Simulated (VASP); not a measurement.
Set up this calculation in VASP 6.6.1, as the native input.

- Task: band structure
- Functional: PBE
- Potentials or basis: VASP PAW PBE potentials, release 64 (Na_pv, Y_sv)
- Cutoff: 520 eV
- k mesh: 7 × 7 × 7
- Occupations: fermi-dirac, width 0.05 eV
- Spin: no spin polarisation
- Further INCAR settings: ALGO = Normal; EDIFF = 1e-07

NaY:

```
Na Y
1.0
     4.01188    0.00000    0.00000
     0.00000    4.01188    0.00000
     0.00000    0.00000    4.01188
Na Y
1 1
Direct
  0.00000 0.00000 0.00000
  0.50000 0.50000 0.50000
```

The cell was built by a generator and needn't be a form met in nature.

One way to write it, as run:

POSCAR

```
NaY
1.0
    4.0118800000      0.0000000000      0.0000000000
    0.0000000000      4.0118800000      0.0000000000
    0.0000000000      0.0000000000      4.0118800000
Na Y
1 1
Direct
    0.0000000000      0.0000000000      0.0000000000
    0.5000000000      0.5000000000      0.5000000000
```

INCAR.step1

```
ALGO = Normal
EDIFF = 1E-7
ENCUT = 520
GGA = PE
ISIF = 2
ISMEAR = -1
LASPH = T
LCHARG = T
LMAXMIX = 4
LREAL = F
LWAVE = F
NELM = 60
PREC = Accurate
SIGMA = 0.05
```

KPOINTS.step1

```
k-points
0
Gamma
  7 7 7
```

INCAR.step2

```
ALGO = Normal
EDIFF = 1E-7
ENCUT = 520
GGA = PE
ICHARG = 11
ISIF = 2
ISMEAR = 0
LASPH = T
LCHARG = F
LMAXMIX = 4
LREAL = F
LWAVE = F
NELM = 60
PREC = Accurate
SIGMA = 0.05
```

KPOINTS.step2

```
path GXMGRX,MR
10
line-mode
reciprocal
 0.0000000000  0.0000000000  0.0000000000  G
 0.0000000000  0.5000000000  0.0000000000  X

 0.0000000000  0.5000000000  0.0000000000  X
 0.5000000000  0.5000000000  0.0000000000  M

 0.5000000000  0.5000000000  0.0000000000  M
 0.0000000000  0.0000000000  0.0000000000  G

 0.0000000000  0.0000000000  0.0000000000  G
 0.5000000000  0.5000000000  0.5000000000  R

 0.5000000000  0.5000000000  0.5000000000  R
 0.0000000000  0.5000000000  0.0000000000  X

 0.5000000000  0.5000000000  0.0000000000  M
 0.5000000000  0.5000000000  0.5000000000  R
```

Potentials or basis: VASP PAW PBE potentials, release 64 (Na_pv, Y_sv).

The run is started by

```sh
$ cat potpaw_PBE.64/Na_pv/POTCAR potpaw_PBE.64/Y_sv/POTCAR > POTCAR
$ cp INCAR.step1 INCAR
$ cp KPOINTS.step1 KPOINTS
$ mpirun -np 1 vasp_std > vasp.out
$ cp INCAR.step2 INCAR
$ cp KPOINTS.step2 KPOINTS
$ mpirun -np 1 vasp_std > vasp.out
```

Results of the run:

```
Band gap along the path : none (metal or under the smearing width)
```

Caveat: the log is that of the step along the path at fixed density, whose energy, stress, charges and moments have no meaning.

Run time: 22 s on 1 thread of Intel(R) Xeon(R) 6975P-C (Granite Rapids), on a shared host, peak memory 0.2 GiB.
